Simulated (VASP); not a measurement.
Given:

```xyz
2
Lattice="3.5887 -1.9172 0.0000 3.5887 1.9172 0.0000 2.6523 0.0000 3.1786" Properties=species:S:1:pos:R:3 pbc="T T T"
As     2.2313     0.0000     0.7215
As     7.6319     0.0000     2.4571
```

These are PBE GGA with D3 dispersion (zero damping), VASP's PBE PAW potentials (set 64) (plane waves; VASP) values and carry that method's errors. Settings: 400 eV cut-off, 10×10×10 Γ-centred mesh, first-order Methfessel-Paxton smearing of 0.10 eV, potentials As.

Problem. Give the force on each atom (eV/Å).

Solution. 
| atom | Fx | Fy | Fz |
|---|---|---|---|
| As1 | 0.584 | 0.000 | -0.077 |
| As2 | -0.584 | 0.000 | 0.077 |

Problem. Give the stress tensor in GPa (positive for a compressed cell).

Solution. 
```
 3.07   0.00  -1.81
 0.00  -0.46   0.00
-1.81   0.00   0.43
```
The pressure is its mean diagonal, 1.01 GPa.

The compound is As in the a7 structure. The cell was not relaxed at this level. The run is one of a series of settings (IVDW = 11 against the base run), some of them coarse on purpose.
